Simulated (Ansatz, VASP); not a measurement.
# Si2W: VASP beside Ansatz, part 2 of 2

Aim: how closely do two programs agree when they are given the same cell, functional and k mesh? The structure shown is the start of the Ansatz relaxation below; VASP solves that cell, so the two are compared at the walk's first step.

VASP 6.6.1 and Ansatz 0.2.0.

So far. Step 4 (Differences): The forces differ by 3.0 meV/Å r.m.s., which is 12.5 % of the r.m.s. force of 0.024 eV/Å (both taken over all components).

**7. VASP: single point, PBEsol, start cell, pair 2**

Level of this step: PBEsol; plane waves and PAW (Si, W) (VASP).

The same cell, functional, mesh and smearing now go to VASP, with its own data sets.

INCAR

```
SYSTEM = Si2W
PREC = Accurate
ENCUT = 520
EDIFF = 1E-06
NELM = 120
ISMEAR = 1
SIGMA = 0.2
LREAL = .FALSE.
ALGO = Normal
GGA = PS
NBANDS = 13
LASPH = .TRUE.
LORBIT = 11
LWAVE = .FALSE.
LCHARG = .FALSE.
ISIF = 2
GGA_COMPAT = .FALSE.
KPAR = 2
```

POSCAR

```
Si2W
1.0
   -1.5959070000      1.5959070000      4.0251970000
    1.5959070000     -1.5959070000      4.0251970000
    1.5959070000      1.5959070000     -4.0251970000
Si W
2 1
Direct
    0.3349023663      0.3349023663      0.0000000000
    0.6650976337      0.6650976337      0.0000000000
    0.0000000000      0.0000000000      0.0000000000
```

KPOINTS

```
Automatic mesh
0
Gamma
20 20 20
0 0 0
```

PAW data sets: Si and W (PBE family, release 64).

On the command line:

```sh
> mpirun -np 2 vasp_std
```

Numbers of over 12 decimals in the logs are rounded to 6 here.

The program printed:

```text
[banner, memory and clock lines left out]
running    2 mpi-ranks, on    1 nodes
[...]
[... a notice as in an earlier step ...]

 LDA part: xc-table for (Slater+PW92), standard interpolation
 POSCAR, INCAR and KPOINTS ok, starting setup
[...]
entering main loop
       N       E                     dE             d eps       ncg     rms          rms(c)
DAV:   1     0.269108046821E+02    0.26911E+02   -0.60318E+03 16722   0.937E+02
DAV:   2    -0.251007056348E+02   -0.52012E+02   -0.47431E+02 20687   0.186E+02
DAV:   3    -0.275384844953E+02   -0.24378E+01   -0.23557E+01 22802   0.326E+01
DAV:   4    -0.275738549676E+02   -0.35370E-01   -0.35295E-01 19961   0.443E+00
[...]
DAV:  10    -0.266679909729E+02    0.55382E-04   -0.50247E-04 21325   0.143E-01    0.688E-02
DAV:  11    -0.266679690615E+02    0.21911E-04   -0.77178E-05 20731   0.598E-02    0.252E-02
DAV:  12    -0.266679695164E+02   -0.45485E-06   -0.24775E-06 19124   0.121E-02
   1 F= -.26667970E+02 E0= -.26668392E+02  d E =0.126718E-02
```

OUTCAR, selected parts (step 7):

```text
  Total       -0.3492670     -0.3492670     -3.7337195      0.0000000      0.0000000      0.0000000
  in kB      -13.6460170    -13.6460170   -145.8780596      0.0000000      0.0000000      0.0000000
  external PRESSURE =     -57.7233645 kB  Pullay stress =       0.0000000 kB

 POSITION                                       TOTAL-FORCE (eV/Angst)
 -----------------------------------------------------------------------------------
      0.00000      0.00000      2.69610         0.000000      0.000000      0.049182
      0.00000      0.00000      5.35430         0.000000      0.000000     -0.049182
      0.00000      0.00000      0.00000        -0.000000     -0.000000     -0.000000
 -----------------------------------------------------------------------------------
    total drift:                               -0.000000     -0.000000      0.000000

  FREE ENERGIE OF THE ION-ELECTRON SYSTEM (eV)
  ---------------------------------------------------
  free  energy   TOTEN  =       -26.6679695164 eV

  energy  without entropy=      -26.6692366931  energy(sigma->0) =      -26.66839191

[... 1 part as in an earlier step ...]

[... 2 further parts left out ...]
[key lines of the parts left out:]
E-fermi :  10.3162
```

The run ends at a pressure of -5.77 GPa, with forces up to 0.049 eV/Å.

**8. Comparison**

What differs besides the data sets and the points named for the pairs above, as far as they apply: the data sets hold 22 valence electrons in Ansatz (on its PAW soft_1 files) and 14 in VASP. Total energies have different zeros and are not compared.

Forces (eV/Å; atoms numbered as in POSCAR):

```tsv
atom	Ansatz x, y, z	VASP x, y, z
Si1	0.000, 0.000, 0.039	0.000, 0.000, 0.049
Si2	0.000, 0.000, -0.039	0.000, 0.000, -0.049
W3	0.000, 0.000, 0.000	0.000, 0.000, 0.000
```

The forces differ by 4.7 meV/Å r.m.s., which is 20.2 % of the r.m.s. force of 0.023 eV/Å (both taken over all components).

**9. What the set-up changes**

Further runs change the set-up of one program: Ansatz's method, potentials or start, or VASP's data sets, cutoff or form of LDA. The table gives that difference for each run.

```tsv
run	r.m.s. force difference (meV/Å)
as above	4.7
VASP with a cutoff of 600 eV (perhaps on Ansatz's relaxed cell)	4.2
```

**10. Ansatz: relaxation, PBEsol**

The two programs are compared at the cell with which this relaxation starts, whose forces are those of its first step. The cell compared in this pair holds 41.57 Å³, against 41.01 Å³ for the pair before.

The structure compared here is the start of the Ansatz relaxation; VASP solves that cell, so the two are compared at the walk's first step.

input.yaml

```yaml
crystal:
  lattice:
    - [-1.6335012491, 1.6335012491, 3.8947797881]
    - [1.6335012491, -1.6335012491, 3.8947797881]
    - [1.6335012491, 1.6335012491, -3.8947797881]
  atoms:
    - { symbol: Si, position: [0.3347383593, 0.3347383593, 0.0] }
    - { symbol: Si, position: [0.6652616407, 0.6652616407, 0.0] }
    - { symbol: W, position: [0.0, 0.0, 0.0] }
  conventional_axes: [[0, 1, 1], [1, 0, 1], [1, 1, 0]]
kpoints:
  mp_grid: { grid: [20, 20, 20] }
hamiltonian:
  xc: pbesol
  pseudopotentials: { kind: paw, azcp: { folder: soft_1 }, xc_functional: pbe }
scf:
  occupations: { method: methfessel_paxton, width: 0.2 }
output:
  forces: true
  stress: true
  eigenvalues: true
relax:
  adjacent_minimum: "off"
  f_tol: 0.001
  max_steps: 60
  cell: { stress_tol: 0.01, fix: [a, b, gamma] }
```

On the command line:

```sh
> ansatz run input.yaml --threads 4 --pin off --max-ram 10240MiB --backend cpu --events-out ev --progress --plain --runs-dir out
```

The program printed:

```text
[...]
Crystal: 3 atoms, lattice volume = 41.570 Å³
Basis set: ecut = 420 eV, 833 PW (Γ), exchange–correlation on 64×64×64 points (8 copies of the dense FFT grid, shifted against one another)
Bands: 15, of which v1, the nominal top of the filled ones, is band 11 counted from 1 (10 counted from 0)
Symmetry: 16 space group operations
[...]
k-points: 641 of 8000
[...]
--- Relaxed structure (4 steps of the walk, 4 accepted, 1 SCFs on fresh bases) ---
[...]
cell:  # Å, volume = 41.4420 Å³
    - [-1.6335012491, 1.6335012491, 3.882768]
    - [1.6335012491, -1.6335012491, 3.882768]
    - [1.6335012491, 1.6335012491, -3.882768]
  atoms:
    - { symbol: Si, position: [0.334923, 0.334923, 0] }
    - { symbol: Si, position: [0.665077, 0.665077, 0] }
    - { symbol: W, position: [0, 0, 0] }
[key lines of the parts left out:]
SCF converged after 5 iterations
Free energy (F): -11501.859785 eV
Fermi energy:    15.993445 eV
P = ⅓ Tr σ = -6.5656 GPa (-65.656 kbar)
```

**11. VASP: single point, PBEsol, start cell, pair 3**

The same cell, functional, mesh and smearing now go to VASP, with its own data sets.

INCAR is that of step 7.

POSCAR

```
Si2W
1.0
   -1.6335010000      1.6335010000      3.8947800000
    1.6335010000     -1.6335010000      3.8947800000
    1.6335010000      1.6335010000     -3.8947800000
Si W
2 1
Direct
    0.3347382907      0.3347382907      0.0000000000
    0.6652615809      0.6652615809      0.0000000000
    0.0000000000      0.0000000000      0.0000000000
```

KPOINTS is that of step 7.

On the command line:

```sh
> mpirun -np 2 vasp_std
```

The program printed:

```text
[... set-up lines as in an earlier step ...]
 entering main loop
       N       E                     dE             d eps       ncg     rms          rms(c)
DAV:   1     0.256509378478E+02    0.25651E+02   -0.59722E+03 16698   0.932E+02
DAV:   2    -0.251860901526E+02   -0.50837E+02   -0.46375E+02 20575   0.184E+02
DAV:   3    -0.275717967245E+02   -0.23857E+01   -0.23108E+01 22936   0.325E+01
DAV:   4    -0.276070877528E+02   -0.35291E-01   -0.35218E-01 19845   0.438E+00
[...]
DAV:  10    -0.266693129466E+02    0.31953E-04   -0.29149E-04 21182   0.109E-01    0.320E-02
DAV:  11    -0.266692991983E+02    0.13748E-04   -0.45337E-05 21359   0.483E-02    0.191E-02
DAV:  12    -0.266692992712E+02   -0.72889E-07   -0.17903E-06 15313   0.104E-02
   1 F= -.26669299E+02 E0= -.26669778E+02  d E =0.143598E-02
```

OUTCAR, selected parts (step 11):

```text
  Total       -2.7411066     -2.7411066     -0.5627453      0.0000000      0.0000000      0.0000000
  in kB     -105.6464181   -105.6464181    -21.6890594      0.0000000      0.0000000      0.0000000
  external PRESSURE =     -77.6606319 kB  Pullay stress =       0.0000000 kB

 POSITION                                       TOTAL-FORCE (eV/Angst)
 -----------------------------------------------------------------------------------
      0.00000      0.00000      2.60746         0.000000      0.000000      0.046901
      0.00000      0.00000      5.18210        -0.000000     -0.000000     -0.046901
      0.00000      0.00000      0.00000        -0.000000     -0.000000      0.000000
 -----------------------------------------------------------------------------------
    total drift:                               -0.000000     -0.000000     -0.000007

  FREE ENERGIE OF THE ION-ELECTRON SYSTEM (eV)
  ---------------------------------------------------
  free  energy   TOTEN  =       -26.6692992712 eV

  energy  without entropy=      -26.6707352509  energy(sigma->0) =      -26.66977793

[... 1 part as in an earlier step ...]

[... 2 further parts left out ...]
[key lines of the parts left out:]
E-fermi :   9.9937
```

The run ends at a pressure of -7.77 GPa, with forces up to 0.047 eV/Å.

**12. Differences**

What differs besides the data sets and the points named for the pairs above, as far as they apply: the data sets hold 22 valence electrons in Ansatz (on its PAW soft_1 files) and 14 in VASP. Total energies have different zeros and are not compared.

Forces (eV/Å; atoms numbered as in POSCAR):

```tsv
atom	Ansatz x, y, z	VASP x, y, z
Si1	0.000, 0.000, 0.040	0.000, 0.000, 0.047
Si2	0.000, 0.000, -0.040	0.000, 0.000, -0.047
W3	0.000, 0.000, 0.000	0.000, 0.000, 0.000
```

The forces differ by 3.2 meV/Å r.m.s., which is 14.7 % of the r.m.s. force of 0.022 eV/Å (both taken over all components).

**13. Other set-ups**

Further runs change the set-up of one program: Ansatz's method, potentials or start, or VASP's data sets, cutoff or form of LDA. The table gives that difference for each run.

```tsv
run	r.m.s. force difference (meV/Å)
as above	3.2
VASP with a cutoff of 600 eV (perhaps on Ansatz's relaxed cell)	2.8
```

**14. Summary of results**

```json
{
 "r.m.s. force difference (single point, PBEsol, start cell, pair 1)": "3.0 meV/Å",
 "r.m.s. force difference (single point, PBEsol, start cell, pair 2)": "4.7 meV/Å",
 "r.m.s. force difference (single point, PBEsol, start cell, pair 3)": "3.2 meV/Å"
}
```

What this shows: The r.m.s. force difference is 4.7 meV/Å (single point, PBEsol, start cell, pair 2), within the 12 meV/Å picked in this series as the mark of a large difference. The data sets hold unlike numbers of valence electrons (22 in Ansatz and 14 in VASP), so part of the differences comes from the potentials. 6 further runs of this series are not shown here. Such differences can come from data sets, numerical settings and the points named under the comparisons, not from the functional's error against experiment.

[Lines on the potential files, build, host, timing and source positions are cut from VASP's logs without a mark.]

[Logs are printed without paths, hosts, clocks, repeated set-up lines and the standing remarks that a program may print on its own settings, such as how far it seeks lower states.]

[Hosts, paths, dates, database ids (printed as entryN), source tags and the programs' standing remarks are cut or masked in the printed files.]

[Rows of further runs with another cutoff or data set may stand on the cell that Ansatz relaxed, not on the start cell of the pair above them.]
